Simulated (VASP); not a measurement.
# Ti3Fe (P-6m2) in VASP: equation of state, part 2 of 2

VASP 6.6.1. Earlier steps stand in the parts before.

## (3) Equation of state, PBE, collinear spin, ferromagnetic start, 15.03 Å³/atom (volume scaled by 0.96)

Contents of INCAR:

```
SYSTEM = Ti3Fe
ALGO = Normal
EDIFF = 1E-7
ENCUT = 520
GGA = PE
ISIF = 2
ISMEAR = -1
ISPIN = 2
LASPH = .True.
LCHARG = .False.
LMAXMIX = 4
LORBIT = 11
LREAL = .False.
LWAVE = .False.
MAGMOM = 3 1 1 1
NBANDS = 34
NELM = 120
PREC = Accurate
SIGMA = 0.05
```

Contents of KPOINTS:

```
k-points
0
Gamma
  10 10 4
  0 0 0
```

Contents of POSCAR:

```
Ti3Fe
1.0
    2.9580390186      0.0000000000      0.0000000000
   -1.4790195093      2.5617369355      0.0000000000
    0.0000000000      0.0000000000      7.9328739879
Fe Ti
1 3
Direct
    0.6666666667      0.3333333333      0.0000000000
    0.3333333333      0.6666666667      0.7848850000
    0.3333333333      0.6666666667      0.2151150000
    0.6666666667      0.3333333333      0.5000000000
```

Potentials or basis: VASP PAW PBE potentials, release 64 (Fe, Ti_sv).

Command:

```console
> cat potpaw_PBE.64/Fe/POTCAR potpaw_PBE.64/Ti_sv/POTCAR > POTCAR
> mpirun -np 1 vasp_std > vasp.out
```

OUTCAR:

```text
SYSTEM = Ti3Fe
   EDIFF = 1E-7
   ENCUT = 520
   GGA = PE
   ISIF = 2
   ISMEAR = -1
   ISPIN = 2
   LASPH = .True.
   LORBIT = 11
   LREAL = .False.
   NELM = 120
   PREC = Accurate

 Found     42 irreducible k-points:

 Following reciprocal coordinates:
            Coordinates               Weight
  0.000000  0.000000  0.000000      1.000000
  0.100000  0.000000  0.000000      6.000000
  0.200000  0.000000  0.000000      6.000000
  0.300000  0.000000  0.000000      6.000000
  0.400000  0.000000  0.000000      6.000000
  0.500000 -0.000000  0.000000      3.000000
   k-points           NKPTS =     42   k-points in BZ     NKDIM =     42   number of bands    NBANDS=     34
   number of dos      NEDOS =    301   number of ions     NIONS =      4
   total plane-waves  NPLWV =  34560
   dimension x,y,z NGX =    24 NGY =   24 NGZ =   60
   dimension x,y,z NGXF=    48 NGYF=   48 NGZF=  120
   ions per type =               1   3
   NGX,Y,Z   is equivalent  to a cutoff of  13.49, 13.49, 12.57 a.u.
   NGXF,Y,Z  is equivalent  to a cutoff of  26.98, 26.98, 25.15 a.u.
 SYSTEM =  Ti3Fe
[... 519 lines left out ...]
  FORCE on cell =-STRESS in cart. coord.  units (eV):
  Direction    XX          YY          ZZ          XY          YZ          ZX
  --------------------------------------------------------------------------------------
  -------------------------------------------------------------------------------------
  Total        1.9856203      1.9856203      2.6072086      0.0000000     -0.0000000     -0.0000000
  in kB       52.9221892     52.9221892     69.4892111      0.0000000     -0.0000000     -0.0000000
  external PRESSURE =      58.4445298 kB  Pullay stress =       0.0000000 kB

 VOLUME and BASIS-vectors are now :
 -----------------------------------------------------------------------------
  energy-cutoff  :      520.00
  volume of cell :       60.11
      direct lattice vectors                 reciprocal lattice vectors
     2.958039019  0.000000000  0.000000000     0.338061802  0.195180072  0.000000000
    -1.479019509  2.561736935  0.000000000     0.000000000  0.390360144  0.000000000
     0.000000000  0.000000000  7.932873988     0.000000000  0.000000000  0.126057719

 POSITION                                       TOTAL-FORCE (eV/Angst)
 -----------------------------------------------------------------------------------
      1.47902      0.85391      0.00000         0.000000      0.000000      0.000000
     -0.00000      1.70782      6.22639        -0.000000      0.000000     -0.097206
     -0.00000      1.70782      1.70648        -0.000000      0.000000      0.097206
      1.47902      0.85391      3.96644         0.000000     -0.000000      0.000000
 -----------------------------------------------------------------------------------
    total drift:                                0.000000     -0.000000     -0.000000

  FREE ENERGIE OF THE ION-ELECTRON SYSTEM (eV)
  ---------------------------------------------------
  free  energy   TOTEN  =       -31.5916387618 eV

  energy  without entropy=      -31.5567662523  energy(sigma->0) =      -31.57420251

 total charge

# of ion       s       p       d       tot
------------------------------------------
    1        0.528   0.441   6.500   7.468
    2        2.269   6.156   1.962  10.388
    3        2.269   6.156   1.962  10.388
    4        2.252   6.124   1.896  10.272
--------------------------------------------------
tot          7.318  18.877  12.320  38.515

 magnetization (x)

# of ion       s       p       d       tot
------------------------------------------
    1       -0.002  -0.007   0.307   0.299
    2       -0.001  -0.003  -0.062  -0.066
    3       -0.001  -0.003  -0.062  -0.066
    4        0.000   0.001   0.021   0.022
--------------------------------------------------
tot         -0.003  -0.011   0.203   0.189
```

stdout:

```text
POSCAR found type information on POSCAR FeTi
 POSCAR found :  2 types and       4 ions
 scaLAPACK will be used
 LDA part: xc-table for (Slater+PW92), standard interpolation
 POSCAR, INCAR and KPOINTS ok, starting setup
 FFT: planning ... GRIDC
 FFT: planning ... GRID_SOFT
 FFT: planning ... GRID
 WAVECAR not read
 entering main loop
```

Wall time 3.2 min (1 thread of AMD EPYC 9R45 (Zen 5), shared host); peak memory 0.25 GiB.

What came out:

| Quantity | Value |
| --- | --- |
| Free energy | -31.5916 eV |
| Pressure | 5.8 GPa |
| Largest force | 0.097 eV/Å |
| Band gap on the k mesh | none (metal or under the smearing width) |
| Net moment | 0.17 μB per cell |
| Site moments | Fe +0.30; Ti -0.07, +0.02 μB |
| Valence electrons inside the program's atomic spheres | Fe 7.47; Ti 10.39, 10.27 |

## (4) Equation of state, PBE, collinear spin, ferromagnetic start, 15.34 Å³/atom (volume scaled by 0.98)

Contents of INCAR:

```
PREC     = Accurate       # precision mode
ENCUT    = 520            # plane-wave cutoff, eV
EDIFF    = 1E-7           # SCF threshold, eV
ISMEAR   = -1             # smearing method
SIGMA    = 0.05           # smearing width, eV
LREAL    = False          # projectors in reciprocal space
LASPH    = True           # aspherical terms in the spheres
NELM     = 150            # most SCF steps
ALGO     = Normal         # electronic algorithm
ISIF     = 2              # what is computed and relaxed
LWAVE    = False          # write WAVECAR
LCHARG   = False          # write CHGCAR
ISPIN    = 2              # spin polarisation
MAGMOM   = 3 1 1 1        # initial moments
LORBIT   = 11             # projections on sites
LMAXMIX  = 4              # l up to which the mixer works
GGA      = PE             # functional
NBANDS   = 34             # bands
```

Contents of KPOINTS:

```
Automatic mesh
0
Gamma
  10 10 4
```

Contents of POSCAR:

```
Ti3Fe
1.0
    2.9784399324      0.0000000000      0.0000000000
   -1.4892199662      2.5794046450      0.0000000000
    0.0000000000      0.0000000000      7.9875851926
Fe Ti
1 3
Direct
    0.6666666667      0.3333333333      0.0000000000
    0.3333333333      0.6666666667      0.7848850000
    0.3333333333      0.6666666667      0.2151150000
    0.6666666667      0.3333333333      0.5000000000
```

Command:

```console
> cat potpaw_PBE.64/Fe/POTCAR potpaw_PBE.64/Ti_sv/POTCAR > POTCAR
> mpirun -np 1 vasp_std > vasp.out
```

Run time: 3 min. Hardware: 1 thread of AMD EPYC 9R45 (Zen 5), shared host; peak memory 0.26 GiB.

The run converged. Its results:

* Free energy: -31.6259 eV
* Pressure: 2.9 GPa
* Largest force: 0.044 eV/Å
* Band gap on the k mesh: none (metal or under the smearing width)
* Net moment: 0.23 μB per cell
* Site moments: Fe +0.41; Ti -0.09, +0.03 μB
* Valence electrons inside the program's atomic spheres: Fe 7.43; Ti 10.36, 10.25

## (5) Equation of state, PBE, collinear spin, ferromagnetic start, 15.97 Å³/atom (volume scaled by 1.02)

Contents of INCAR:

```
SYSTEM = Ti3Fe
ALGO = Normal
EDIFF = 1E-7
ENCUT = 520
GGA = PE
ISIF = 2
ISMEAR = -1
ISPIN = 2
LASPH = .True.
LCHARG = .False.
LMAXMIX = 4
LORBIT = 11
LREAL = .False.
LWAVE = .False.
MAGMOM = 3 1 1 1
NBANDS = 34
NELM = 120
PREC = Accurate
SIGMA = 0.05
```

Contents of KPOINTS:

```
k-points
0
Gamma
  10 10 4
  0 0 0
```

Contents of POSCAR:

```
Ti3Fe
1.0
    3.0184237630      0.0000000000      0.0000000000
   -1.5092118815      2.6140316581      0.0000000000
    0.0000000000      0.0000000000      8.0948138964
Fe Ti
1 3
Direct
    0.6666666667      0.3333333333      0.0000000000
    0.3333333333      0.6666666667      0.7848850000
    0.3333333333      0.6666666667      0.2151150000
    0.6666666667      0.3333333333      0.5000000000
```

Command:

```console
> cat potpaw_PBE.64/Fe/POTCAR potpaw_PBE.64/Ti_sv/POTCAR > POTCAR
> mpirun -np 1 vasp_std > vasp.out
```

It took 3 min on 1 thread of AMD EPYC 9R45 (Zen 5), shared host; peak memory 0.26 GiB.

The run converged. Its results:

* Free energy: -31.6308 eV
* Pressure: -2.2 GPa
* Largest force: 0.038 eV/Å
* Band gap on the k mesh: none (metal or under the smearing width)
* Net moment: 0.35 μB per cell
* Site moments: Fe +0.64; Ti -0.15, +0.06 μB
* Valence electrons inside the program's atomic spheres: Fe 7.35; Ti 10.30, 10.20

## (6) Equation of state, PBE, collinear spin, ferromagnetic start, 16.28 Å³/atom (volume scaled by 1.04)

Contents of INCAR:

```
SYSTEM = Ti3Fe
PREC = Accurate
ENCUT = 520
EDIFF = 1E-7
ISMEAR = -1
SIGMA = 0.05
LREAL = .False.
LASPH = .True.
NELM = 100
ALGO = Normal
ISIF = 2
LWAVE = .False.
LCHARG = .False.
ISPIN = 2
MAGMOM = 3 1 1 1
LORBIT = 11
LMAXMIX = 4
GGA = PE
NBANDS = 34
```

Contents of KPOINTS:

```
Automatic mesh
0
Gamma
  10 10 4
  0 0 0
```

Contents of POSCAR:

```
Ti3Fe
1.0
    3.0380244665      0.0000000000      0.0000000000
   -1.5190122333      2.6310063653      0.0000000000
    0.0000000000      0.0000000000      8.1473790959
Fe Ti
1 3
Direct
    0.6666666667      0.3333333333      0.0000000000
    0.3333333333      0.6666666667      0.7848850000
    0.3333333333      0.6666666667      0.2151150000
    0.6666666667      0.3333333333      0.5000000000
```

Potentials or basis: VASP PAW PBE potentials, release 64 (Fe, Ti_sv).

Command:

```console
> cat potpaw_PBE.64/Fe/POTCAR potpaw_PBE.64/Ti_sv/POTCAR > POTCAR
> mpirun -np 1 vasp_std > vasp.out
```

Wall time 2.9 min (1 thread of AMD EPYC 9R45 (Zen 5), shared host); peak memory 0.27 GiB.

The run converged. Its results:

```
Free energy                                           : -31.6057 eV
Pressure                                              : -4.3 GPa
Largest force                                         : 0.071 eV/Å
Band gap on the k mesh                                : none (metal or under the smearing width)
Net moment                                            : 0.40 μB per cell
Site moments                                          : Fe +0.75; Ti -0.17, +0.07 μB
Valence electrons inside the program's atomic spheres : Fe 7.32; Ti 10.28, 10.18
```

## (7) Equation of state, PBE, collinear spin, ferromagnetic start, 16.59 Å³/atom (volume scaled by 1.06)

Contents of INCAR:

```
SYSTEM = Ti3Fe
  PREC = Accurate
  ENCUT = 520
  EDIFF = 1E-7
  ISMEAR = -1
  SIGMA = 0.05
  LREAL = .False.
  LASPH = .True.
  NELM = 100
  ALGO = Normal
  ISIF = 2
  LWAVE = .False.
  LCHARG = .False.
  ISPIN = 2
  MAGMOM = 3 1 1 1
  LORBIT = 11
  LMAXMIX = 4
  GGA = PE
  NBANDS = 34
```

KPOINTS is that of step 6.

Contents of POSCAR:

```
Ti3Fe
1.0
    3.0573754626      0.0000000000      0.0000000000
   -1.5286877313      2.6477648194      0.0000000000
    0.0000000000      0.0000000000      8.1992746294
Fe Ti
1 3
Direct
    0.6666666667      0.3333333333      0.0000000000
    0.3333333333      0.6666666667      0.7848850000
    0.3333333333      0.6666666667      0.2151150000
    0.6666666667      0.3333333333      0.5000000000
```

Command:

```console
> cat potpaw_PBE.64/Fe/POTCAR potpaw_PBE.64/Ti_sv/POTCAR > POTCAR
> mpirun -np 1 vasp_std > vasp.out
```

It took 2.9 min on 1 thread of AMD EPYC 9R45 (Zen 5), shared host; peak memory 0.27 GiB.

It converged, with:

- Free energy: -31.5646 eV
- Pressure: -6.3 GPa
- Largest force: 0.099 eV/Å
- Band gap on the k mesh: none (metal or under the smearing width)
- Net moment: 0.45 μB per cell
- Site moments: Fe +0.85; Ti -0.20, +0.08 μB
- Valence electrons inside the program's atomic spheres: Fe 7.29; Ti 10.26, 10.16

## (8) Equation of state, PBE, collinear spin, ferromagnetic start

Potentials or basis: VASP PAW PBE potentials, release 64 (Fe, Ti_sv).

No new run: the results of the series are fitted here.

Results:

- Equilibrium volume: 15.69 Å³/atom
- Bulk modulus at fixed shape and positions: 125 GPa
- Pressure derivative of the bulk modulus: 4.4

Energy against volume, from the lowest point:
```csv
volume (Å³/atom),energy (meV/atom)
14.715,26.35
15.028,11.65
15.341,3.07
15.654,0.00
15.968,1.85
16.281,8.14
16.594,18.41
```

Caveat: the cell was scaled at fixed shape and fractional positions, which overstates the stiffness of a crystal with free parameters, most of all of layers and chains.
